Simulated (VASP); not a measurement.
Output of a VASP run:

File OSZICAR:
```
       N       E                     dE             d eps       ncg     rms          rms(c)
DAV:   1     0.491393835084E+02    0.49139E+02   -0.59019E+03   638   0.951E+02
DAV:   2    -0.916338489274E+01   -0.58303E+02   -0.53142E+02   770   0.185E+02
DAV:   3    -0.109641296489E+02   -0.18007E+01   -0.17716E+01   764   0.308E+01
DAV:   4    -0.109792566876E+02   -0.15127E-01   -0.15123E-01   704   0.320E+00
DAV:   5    -0.109794265847E+02   -0.16990E-03   -0.16989E-03   757   0.347E-01    0.614E+00
DAV:   6    -0.107810646287E+02    0.19836E+00   -0.15562E+00   653   0.108E+01    0.335E+00
DAV:   7    -0.107405060602E+02    0.40559E-01   -0.15303E-01   653   0.359E+00    0.198E+00
DAV:   8    -0.107333440032E+02    0.71621E-02   -0.42701E-02   683   0.159E+00    0.289E-01
DAV:   9    -0.107332068215E+02    0.13718E-03   -0.47014E-04   710   0.181E-01    0.263E-01
DAV:  10    -0.107328648750E+02    0.34195E-03   -0.12006E-03   665   0.211E-01    0.294E-02
DAV:  11    -0.107328719584E+02   -0.70834E-05   -0.67180E-05   716   0.594E-02    0.267E-02
DAV:  12    -0.107328706536E+02    0.13048E-05   -0.40363E-06   686   0.138E-02    0.116E-02
DAV:  13    -0.107328701499E+02    0.50372E-06   -0.11225E-06   370   0.702E-03
   1 F= -.10732870E+02 E0= -.10731694E+02  d E =-.235193E-02
```

File OUTCAR:
```
------------------------ aborting loop because EDIFF is reached ----------------------------------------
  FORCE on cell =-STRESS in cart. coord.  units (eV):
  Direction    XX          YY          ZZ          XY          YZ          ZX
  --------------------------------------------------------------------------------------
  Total       -3.6992892     -3.6992892     -3.6992892      0.0000000      0.0000000     -0.0000000
  in kB     -142.9088977   -142.9088977   -142.9088977      0.0000000      0.0000000     -0.0000000
  external PRESSURE =    -142.9088977 kB  Pullay stress =       0.0000000 kB
  volume of cell :       41.47
      direct lattice vectors                 reciprocal lattice vectors
     0.000000000  2.747345000  2.747345000    -0.181993889  0.181993889  0.181993889
     2.747345000  0.000000000  2.747345000     0.181993889 -0.181993889  0.181993889
     2.747345000  2.747345000  0.000000000     0.181993889  0.181993889 -0.181993889
 POSITION                                       TOTAL-FORCE (eV/Angst)
 -----------------------------------------------------------------------------------
      0.00000      0.00000      0.00000         0.000000      0.000000      0.000000
      2.74735      2.74735      2.74735        -0.000000     -0.000000     -0.000000
 -----------------------------------------------------------------------------------
    total drift:                                0.000000      0.000000      0.000000
  FREE ENERGIE OF THE ION-ELECTRON SYSTEM (eV)
  ---------------------------------------------------
  free  energy   TOTEN  =       -10.7328701499 eV

  energy  without entropy=      -10.7305182244  energy(sigma->0) =      -10.73169419
```
(Selected blocks of OUTCAR.)

### POSCAR
```
AsPt
1
    0.0000000000     2.7473450000     2.7473450000
    2.7473450000     0.0000000000     2.7473450000
    2.7473450000     2.7473450000     0.0000000000
As Pt
1 1
Direct
  0.0000000000   0.0000000000   0.0000000000
  0.5000000000   0.5000000000   0.5000000000
```

Q: Reconstruct the remaining input files.

A: This is not unique; one that fits is the input of the run itself, PBE GGA, plane waves, VASP's PBE PAW potentials (set 64).

### INCAR
```
# general
SYSTEM  = AsPt
PREC    = Accurate
ENCUT   = 400   # plane-wave cut-off (eV)
LREAL   = .FALSE.
LASPH   = .TRUE.   # aspherical one-centre terms

# electronic loop
EDIFF   = 1E-6
NELM    = 100
ALGO    = Normal   # blocked Davidson
LMAXMIX = 6   # l cut-off of mixed one-centre charges

# smearing
ISMEAR  = 0
SIGMA   = 0.05

# functional
GGA     = PE   # PBE

# ions
ISIF    = 2   # forces and stress, cell fixed

# output
LWAVE   = .FALSE.
LCHARG  = .FALSE.
```

KPOINTS:
```
Automatic mesh
0
Gamma
8 8 8
0 0 0
```

POTCAR, in this order: As Pt (PBE.64 set). Program: vasp_std.

The structure was generated: AsPt was put into the rocksalt type (Fm-3m), which need not be its known phase. The cell was not relaxed at this level. The electron count is odd and the run is not spin-polarised, which forces a metal.
